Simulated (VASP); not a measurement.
VASP input:

INCAR:
```
SYSTEM = PbI2
PREC = Accurate; ENCUT = 500; LREAL = .FALSE.
LASPH = .TRUE.
EDIFF = 1E-6; NELM = 100; ALGO = Normal
LMAXMIX = 4
ISMEAR = 0; SIGMA = 0.05
GGA = PE
IBRION = 2; NSW = 40; ISIF = 3
EDIFFG = -0.02
LWAVE = .FALSE.; LCHARG = .FALSE.
```

KPOINTS:
```
Automatic mesh
0
Gamma
6 6 3
0 0 0
```

File POSCAR:
```
PbI2
1
    2.3392206348    -4.0516491602     0.0000000000
    2.3392206348     4.0516491602     0.0000000000
    0.0000000000     0.0000000000     7.6708364372
Pb I
1 2
Direct
  0.0000000000   0.0000000000   0.0000000000
  0.3333330000   0.6666670000   0.2424428364
  0.6666670000   0.3333330000   0.7575571636
```

POTCAR, in this order: Pb_d I (PBE.64 set). Program: vasp_std.

### Question
Translate this PBE calculation to Ansatz.

### Answer
One equivalent input (not run):
Ansatz 0.2 input:
```yaml
crystal:
  lattice:
    - [2.3392206, -4.0516492, 0.0000000]
    - [2.3392206, 4.0516492, 0.0000000]
    - [0.0000000, 0.0000000, 7.6708364]
  atoms:
    - { symbol: Pb, position: [0.0000000, 0.0000000, 0.0000000] }
    - { symbol: I, position: [0.3333330, 0.6666670, 0.2424428] }
    - { symbol: I, position: [0.6666670, 0.3333330, 0.7575572] }
kpoints:
  mp_grid: { grid: [6, 6, 3] }
hamiltonian:
  xc: pbe
  pseudopotentials: { kind: paw }
scf:
  occupations: { method: gaussian, width: 0.05 }
  max_iter: 100
relax:
  max_steps: 40
  f_tol: 0.02
  cell: {}
output: { forces: true, stress: true, eigenvalues: true }
```
What does not carry over: each code has its own PAW files, so the cut-off isn't converted (ENCUT is set for VASP's; basis.ecutwfc is left out, and Ansatz then takes the one that its files recommend); Ansatz stops its SCF on the density residual and VASP on the energy change (EDIFF).

The compound is PbI2 in the 1T layered structure. It was relaxed first, which changed the volume by +16 %.
